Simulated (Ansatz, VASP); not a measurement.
# Cross-check of SnO2 (amorphous SnO2) between VASP and Ansatz, part 3 of 3

Wanted: the spread between two codes on one cell, functional and k mesh. Of the first pair: The structure shown is the start of the Ansatz relaxation below; VASP solves that cell, so the two are compared at the walk's first step.

VASP 6.6.1 and Ansatz 0.2.0.

So far. Step 3 (VASP: single point, PBE, start cell, pair 1): The run ends at a pressure of 8.12 GPa, with forces up to 1.9 eV/Å. Step 6 (VASP: single point, PBE, relaxed cell, pair 2): The run ends at a pressure of 3.58 GPa, with forces up to 0.097 eV/Å.

## 7. Comparison

The two programs side by side:

```
              quantity  Ansatz   VASP  difference
gap on the k mesh (eV)   0.472  0.453      +0.019
```

Forces on 7 of the 72 atoms, those with the largest forces and the largest differences (eV/Å; atoms numbered as in POSCAR):

```
atom          Ansatz x, y, z            VASP x, y, z
Sn16    0.004, 0.000, -0.010    0.017, 0.069, -0.031
 O37    -0.008, 0.009, 0.003     0.054, 0.024, 0.018
 O43   -0.024, -0.015, 0.007   -0.043, -0.034, 0.033
 O44   0.000, -0.004, -0.009  -0.046, -0.037, -0.023
 O47  -0.003, -0.002, -0.005   0.022, -0.070, -0.023
 O58     0.001, 0.000, 0.003    -0.001, 0.051, 0.039
 O60   0.005, -0.012, -0.004   0.015, -0.029, -0.092
```

The forces differ by 20 meV/Å r.m.s., which is 91.5 % of the r.m.s. force of 0.022 eV/Å (both taken over all components). A gap on the mesh is an upper bound, since the band edges may lie between its points.

## 8. Ansatz: single point, PBE, pair 3

With cell and atoms fixed, the geometry can't cause a difference; cores, projectors, grids and the points listed under the comparison can.

The cell is taken from a series of runs on this material, whose earlier steps may have relaxed, scaled, displaced or heated it; both programs get it as it stands.

Input file input.yaml:

```yaml
crystal:
  lattice:
    - [9.85089, 0.0, 0.0]
    - [0.0, 9.85089, 0.0]
    - [0.0, 0.0, 9.85089]
  atoms:
    - { symbol: Sn, position: [0.72064, 0.67621, 0.32971] }
    - { symbol: Sn, position: [0.05284, 0.22612, 0.42206] }
    - { symbol: Sn, position: [0.51955, 0.18244, 0.08185] }
    - { symbol: Sn, position: [0.76648, 0.46543, 0.57309] }
    - { symbol: Sn, position: [0.23694, 0.69945, 0.35596] }
    - { symbol: Sn, position: [0.46851, 0.69647, 0.59374] }
    - { symbol: Sn, position: [0.9904, 0.22122, 0.95348] }
    - { symbol: Sn, position: [0.20796, 0.48065, 0.75203] }
    - { symbol: Sn, position: [0.21993, 0.04909, 0.18846] }
    - { symbol: Sn, position: [0.58402, 0.98457, 0.48805] }
    - { symbol: Sn, position: [0.81743, 0.02062, 0.2387] }
    - { symbol: Sn, position: [0.98605, 0.72957, 0.1165] }
    - { symbol: Sn, position: [0.82395, 0.54093, 0.93442] }
    - { symbol: Sn, position: [0.99087, 0.6935, 0.63485] }
    - { symbol: Sn, position: [0.24304, 0.80383, 0.88501] }
    - { symbol: Sn, position: [0.3801, 0.27951, 0.4408] }
    - { symbol: Sn, position: [0.49076, 0.86689, 0.13447] }
    - { symbol: Sn, position: [0.20507, 0.98086, 0.59582] }
    - { symbol: Sn, position: [0.46337, 0.54905, 0.05399] }
    - { symbol: Sn, position: [0.12616, 0.4348, 0.1801] }
    - { symbol: Sn, position: [0.79372, 0.94037, 0.88692] }
    - { symbol: Sn, position: [0.82558, 0.14207, 0.62738] }
    - { symbol: Sn, position: [0.52319, 0.37568, 0.77701] }
    - { symbol: Sn, position: [0.75842, 0.37815, 0.20907] }
    - { symbol: O, position: [0.86432, 0.55219, 0.73714] }
    - { symbol: O, position: [0.6033, 0.95378, 0.28194] }
    - { symbol: O, position: [0.37372, 0.02101, 0.04983] }
    - { symbol: O, position: [0.35689, 0.35507, 0.63986] }
    - { symbol: O, position: [0.63922, 0.96793, 0.02013] }
    - { symbol: O, position: [0.38177, 0.19154, 0.24248] }
    - { symbol: O, position: [0.84262, 0.75135, 0.96591] }
    - { symbol: O, position: [0.69926, 0.1842, 0.20117] }
    - { symbol: O, position: [0.35707, 0.44458, 0.9002] }
    - { symbol: O, position: [0.89396, 0.86536, 0.71163] }
    - { symbol: O, position: [0.61823, 0.52844, 0.91177] }
    - { symbol: O, position: [0.40919, 0.90311, 0.57486] }
    - { symbol: O, position: [0.54726, 0.18534, 0.49969] }
    - { symbol: O, position: [0.07583, 0.33482, 0.80918] }
    - { symbol: O, position: [0.82961, 0.34408, 0.00358] }
    - { symbol: O, position: [0.85775, 0.82084, 0.25506] }
    - { symbol: O, position: [0.55338, 0.38431, 0.13998] }
    - { symbol: O, position: [0.68485, 0.99017, 0.69142] }
    - { symbol: O, position: [0.33527, 0.67303, 0.74012] }
    - { symbol: O, position: [0.03788, 0.06002, 0.29245] }
    - { symbol: O, position: [0.13826, 0.85902, 0.06432] }
    - { symbol: O, position: [0.85977, 0.63051, 0.48337] }
    - { symbol: O, position: [0.38375, 0.5998, 0.43974] }
    - { symbol: O, position: [0.52827, 0.20489, 0.8846] }
    - { symbol: O, position: [0.12982, 0.80972, 0.51002] }
    - { symbol: O, position: [0.25119, 0.11787, 0.45459] }
    - { symbol: O, position: [0.15254, 0.23629, 0.08292] }
    - { symbol: O, position: [0.70479, 0.30799, 0.6939] }
    - { symbol: O, position: [0.91083, 0.03298, 0.051] }
    - { symbol: O, position: [0.09371, 0.67992, 0.82204] }
    - { symbol: O, position: [0.31676, 0.87358, 0.27577] }
    - { symbol: O, position: [0.78681, 0.04154, 0.44694] }
    - { symbol: O, position: [0.87941, 0.11798, 0.82024] }
    - { symbol: O, position: [0.21214, 0.97965, 0.79501] }
    - { symbol: O, position: [0.95784, 0.33438, 0.25871] }
    - { symbol: O, position: [0.1137, 0.53631, 0.58196] }
    - { symbol: O, position: [0.29361, 0.55362, 0.17239] }
    - { symbol: O, position: [0.03069, 0.54253, 0.02479] }
    - { symbol: O, position: [0.67682, 0.46864, 0.38043] }
    - { symbol: O, position: [0.5811, 0.53461, 0.64389] }
    - { symbol: O, position: [0.06565, 0.62663, 0.28139] }
    - { symbol: O, position: [0.55757, 0.68296, 0.19681] }
    - { symbol: O, position: [0.03114, 0.09993, 0.58588] }
    - { symbol: O, position: [0.80534, 0.57388, 0.16053] }
    - { symbol: O, position: [0.62947, 0.77672, 0.49029] }
    - { symbol: O, position: [0.89087, 0.30765, 0.51765] }
    - { symbol: O, position: [0.41144, 0.74594, 0.98638] }
    - { symbol: O, position: [0.19916, 0.36444, 0.3705] }
total_charge: 1
kpoints:
  mp_grid: { grid: [1, 1, 1] }
hamiltonian:
  xc: pbe
scf:
  occupations: { method: fermi_dirac, width: 0.01 }
  lower_state_search: "off"
output:
  forces: true
  stress: true
  populations: true
  dos:
    method: { smearing: { sigma: 0.15 } }
    de: 0.1
    projected: { site_lists: { O: [O], Sn: [Sn] } }
  eigenvalues: true
  write_density: true
  write_potential: true
  volumetric_format: npy
magnetization:
  spin_polarized: true
  initial_magnetization: 1
```

Run with:

```sh
ansatz run input.yaml --threads 4 --pin off --max-ram 8192MiB --backend cpu --events-out ev --progress --plain --runs-dir out
```

Numbers of over 12 decimals in the logs are rounded to 6 here.

The log of the run:

```text
[...]
Crystal: 72 atoms, lattice volume = 955.931 Å³
Basis set: ecut = 420 eV, 18805 PW (Γ), exchange–correlation on 144×144×144 points (8 copies of the dense FFT grid, shifted against one another)
Bands: 384, of which v1, the nominal top of the filled ones, is band 312 counted from 1 (311 counted from 0)
Symmetry: 1 space group operations
[...]
k-points: 1
[...]
Starting moments: Σ|m| = 1 μB on 72 of 72 sites
[...]
--- Löwdin populations: 72 sites ---
  site symbol       q [e]    m [muB]
     0     Sn     12.2709    -0.0001
     1     Sn     12.2890    -0.0001
     2     Sn     12.2953    -0.0009
     3     Sn     12.2539    -0.0004
     4     Sn     12.2998    -0.0001
     5     Sn     12.2761    -0.0005
     6     Sn     12.2901    -0.0005
     7     Sn     12.3278    -0.0013
[...]
68      O      6.7713    -0.0005
    69      O      6.7842     0.0003
    70      O      6.7745     0.0003
    71      O      6.7415    -0.0000
  spilling = 0.005057 (of n_electrons = 623.000000)
```

## 9. VASP: single point, PBE, pair 3

The same cell, functional, mesh and smearing now go to VASP, with its own data sets.

Input file INCAR:

```
SYSTEM = SnO2
PREC = Accurate
ENCUT = 600
EDIFF = 1E-06
NELM = 200
ISMEAR = -1
SIGMA = 0.01
LREAL = Auto
ALGO = Normal
GGA = PE
NELECT = 623
NBANDS = 368
ISPIN = 2
MAGMOM = 0 -0 -0 -0 0 -0 -0 0 -0 -0 -0 -0 -0 0 0 -0 -0 -0 -0 0 -0 -0 -0 -0 -0 -0 0 0 -0 0 0.01 -0 0 0.44 0 0 0.01 0 -0 -0 0 0.38 0 0 -0 -0 -0 0.02 0 -0 -0 0 -0 0.05 0 -0 0 0 0 0 0 0.01 0 -0 0 0 -0 0 -0 0 0 -0
LORBIT = 11
LWAVE = .FALSE.
LCHARG = .FALSE.
ISIF = 2
LASPH = .TRUE.
GGA_COMPAT = .FALSE.
NCORE = 2
```

Input file POSCAR:

```
SnO2
1.0
    9.8508900000      0.0000000000      0.0000000000
    0.0000000000      9.8508900000      0.0000000000
    0.0000000000      0.0000000000      9.8508900000
Sn O
24 48
Direct
    0.7206400000      0.6762100000      0.3297100000
    0.0528400000      0.2261200000      0.4220600000
    0.5195500000      0.1824400000      0.0818500000
    0.7664800000      0.4654300000      0.5730900000
    0.2369400000      0.6994500000      0.3559600000
    0.4685100000      0.6964700000      0.5937400000
    0.9904000000      0.2212200000      0.9534800000
    0.2079600000      0.4806500000      0.7520300000
    0.2199300000      0.0490900000      0.1884600000
    0.5840200000      0.9845700000      0.4880500000
    0.8174300000      0.0206200000      0.2387000000
    0.9860500000      0.7295700000      0.1165000000
    0.8239500000      0.5409300000      0.9344200000
    0.9908700000      0.6935000000      0.6348500000
    0.2430400000      0.8038300000      0.8850100000
    0.3801000000      0.2795100000      0.4408000000
    0.4907600000      0.8668900000      0.1344700000
    0.2050700000      0.9808600000      0.5958200000
    0.4633700000      0.5490500000      0.0539900000
    0.1261600000      0.4348000000      0.1801000000
    0.7937200000      0.9403700000      0.8869200000
    0.8255800000      0.1420700000      0.6273800000
    0.5231900000      0.3756800000      0.7770100000
    0.7584200000      0.3781500000      0.2090700000
    0.8643200000      0.5521900000      0.7371400000
    0.6033000000      0.9537800000      0.2819400000
    0.3737200000      0.0210100000      0.0498300000
    0.3568900000      0.3550700000      0.6398600000
    0.6392200000      0.9679300000      0.0201300000
    0.3817700000      0.1915400000      0.2424800000
    0.8426200000      0.7513500000      0.9659100000
    0.6992600000      0.1842000000      0.2011700000
    0.3570700000      0.4445800000      0.9002000000
    0.8939600000      0.8653600000      0.7116300000
    0.6182300000      0.5284400000      0.9117700000
    0.4091900000      0.9031100000      0.5748600000
    0.5472600000      0.1853400000      0.4996900000
    0.0758300000      0.3348200000      0.8091800000
    0.8296100000      0.3440800000      0.0035800000
    0.8577500000      0.8208400000      0.2550600000
    0.5533800000      0.3843100000      0.1399800000
    0.6848500000      0.9901700000      0.6914200000
    0.3352700000      0.6730300000      0.7401200000
    0.0378800000      0.0600200000      0.2924500000
    0.1382600000      0.8590200000      0.0643200000
    0.8597700000      0.6305100000      0.4833700000
    0.3837500000      0.5998000000      0.4397400000
    0.5282700000      0.2048900000      0.8846000000
    0.1298200000      0.8097200000      0.5100200000
    0.2511900000      0.1178700000      0.4545900000
    0.1525400000      0.2362900000      0.0829200000
    0.7047900000      0.3079900000      0.6939000000
    0.9108300000      0.0329800000      0.0510000000
    0.0937100000      0.6799200000      0.8220400000
    0.3167600000      0.8735800000      0.2757700000
    0.7868100000      0.0415400000      0.4469400000
    0.8794100000      0.1179800000      0.8202400000
    0.2121400000      0.9796500000      0.7950100000
    0.9578400000      0.3343800000      0.2587100000
    0.1137000000      0.5363100000      0.5819600000
    0.2936100000      0.5536200000      0.1723900000
    0.0306900000      0.5425300000      0.0247900000
    0.6768200000      0.4686400000      0.3804300000
    0.5811000000      0.5346100000      0.6438900000
    0.0656500000      0.6266300000      0.2813900000
    0.5575700000      0.6829600000      0.1968100000
    0.0311400000      0.0999300000      0.5858800000
    0.8053400000      0.5738800000      0.1605300000
    0.6294700000      0.7767200000      0.4902900000
    0.8908700000      0.3076500000      0.5176500000
    0.4114400000      0.7459400000      0.9863800000
    0.1991600000      0.3644400000      0.3705000000
```

Input file KPOINTS:

```
Automatic mesh
0
Gamma
1 1 1
0 0 0
```

Potentials, in the order of the species: Sn_d and O (PBE family, release 64).

Run with:

```sh
mpirun -np 8 vasp_gam
```

The log of the run:

```text
[... set-up lines as in an earlier step ...]
 entering main loop
       N       E                     dE             d eps       ncg     rms          rms(c)
DAV:   1     0.186084905955E+05    0.18608E+05   -0.26637E+05  1504   0.326E+03
DAV:   2     0.444825601738E+04   -0.14160E+05   -0.13532E+05  1472   0.105E+03
DAV:   3     0.239640110524E+03   -0.42086E+04   -0.39447E+04  1512   0.402E+02
DAV:   4    -0.465638228561E+03   -0.70528E+03   -0.68166E+03  1704   0.169E+02
DAV:   5    -0.510446002124E+03   -0.44808E+02   -0.44004E+02  1808   0.417E+01BRMIX: very serious problems
 the old and the new charge density differ
 old charge density:   624.00000 new  623.00000
    0.538E+01
DAV:   6    -0.433192028473E+03    0.77254E+02   -0.29717E+02  2240   0.785E+01    0.191E+01
DAV:   7    -0.435854882172E+03   -0.26629E+01   -0.42480E+01  1656   0.116E+01    0.119E+01
DAV:   8    -0.435569936736E+03    0.28495E+00   -0.61596E+00  2016   0.805E+00    0.410E+00
DAV:   9    -0.435342257363E+03    0.22768E+00   -0.11246E+00  2096   0.446E+00    0.131E+00
[...]
DAV:  17    -0.435370329719E+03   -0.18860E-04   -0.32716E-05  1656   0.220E-02    0.953E-03
DAV:  18    -0.435370334882E+03   -0.51628E-05   -0.14166E-05  1856   0.130E-02    0.587E-03
DAV:  19    -0.435370334862E+03    0.20256E-07   -0.42673E-06  1336   0.796E-03
   1 F= -.43537033E+03 E0= -.43537033E+03  d E =-.140942E-06  mag=     1.0000
```

OUTCAR, selected parts (step 9):

```text
  FREE ENERGIE OF THE ION-ELECTRON SYSTEM (eV)
  ---------------------------------------------------
  free  energy   TOTEN  =      -435.3703348617 eV

  energy  without entropy=     -435.3703347207  energy(sigma->0) =     -435.37033479

 magnetization (x)
# of ion       s       p       d       tot
------------------------------------------
    1        0.000  -0.000   0.000   0.000
    2       -0.000  -0.000  -0.000  -0.000
    3       -0.001   0.000   0.000  -0.000
    4       -0.000  -0.000   0.000  -0.000
    5        0.000   0.000  -0.000   0.000
    6       -0.000  -0.000   0.000  -0.000
    7       -0.000  -0.000  -0.000  -0.001
    8       -0.001  -0.000   0.001  -0.000
    9       -0.000  -0.000  -0.000  -0.000
   10       -0.001  -0.002  -0.000  -0.004
   11       -0.000  -0.000  -0.000  -0.001
   12       -0.000  -0.000  -0.000  -0.001
   13        0.000  -0.000  -0.000  -0.000
[...]
--------------------------------------------------
tot          0.000   0.825   0.003   0.828
```

The run ends at a pressure of 1.09 GPa, with forces up to 0.093 eV/Å.

## 10. Differences

What differs besides the data sets and the points named for the pairs above, as far as they apply: VASP starts from the moments at which Ansatz ended; the cutoff is 420 eV in Ansatz and 600 eV in VASP (PREC = Accurate, projectors in real space); site moments are counted in spheres of each program's own size. Total energies have different zeros and are not compared.

Both answers:

```
          quantity  Ansatz  VASP  difference
 total moment (μB)    1.00  1.00        0.00
moment on O34 (μB)    0.44  0.40       +0.04
moment on O42 (μB)    0.38  0.34       +0.03
moment on O54 (μB)    0.05  0.05        0.00
```

Forces on 7 of the 72 atoms, those with the largest forces and the largest differences (eV/Å; atoms numbered as in POSCAR):

```
atom          Ansatz x, y, z           VASP x, y, z
 Sn3   0.018, -0.013, -0.020  0.032, -0.039, -0.018
Sn10     0.003, 0.002, 0.027   -0.010, 0.005, 0.052
Sn16    0.009, -0.002, 0.004   0.021, 0.067, -0.004
 O43   -0.018, -0.004, 0.018  -0.035, -0.016, 0.043
 O47   -0.006, 0.000, -0.006  0.014, -0.057, -0.025
 O60  -0.002, -0.001, -0.008  0.011, -0.024, -0.089
 O68   0.000, -0.013, -0.015   0.027, 0.017, -0.048
```

The forces differ by 19 meV/Å r.m.s., which is 87.2 % of the r.m.s. force of 0.022 eV/Å (both taken over all components). The cell carries a charge of +1 e against a uniform background, so its pressure also hangs on how the neutralising background is counted, and in a defect's cell a gap may be the spacing between its levels.

## 11. Results

- r.m.s. force difference (single point, PBE, start cell, pair 1): 3.8 % of the r.m.s. force
- r.m.s. force difference (single point, PBE, relaxed cell, pair 2): 20 meV/Å
- r.m.s. force difference (single point, PBE, pair 3): 19 meV/Å

What this shows: The r.m.s. force difference is 20 meV/Å (single point, PBE, relaxed cell, pair 2), beyond the 12 meV/Å picked in this series as the mark of a large difference. What causes the difference of the single point, PBE, start cell, pair 1 pair stays open here. What causes the difference of the single point, PBE, relaxed cell, pair 2 pair stays open here. What causes the difference of the single point, PBE, pair 3 pair stays open here. Such differences can come from data sets, numerical settings and the points named under the comparisons, not from the functional's error against experiment.

[Lines on the potential files, build, host, timing and source positions are cut from VASP's logs without a mark.]

[Logs are printed without paths, hosts, clocks, repeated set-up lines and the standing remarks that a program may print on its own settings, such as how far it seeks lower states.]

[Hosts, paths, dates, database ids (printed as entryN), source tags and the programs' standing remarks are cut or masked in the printed files.]
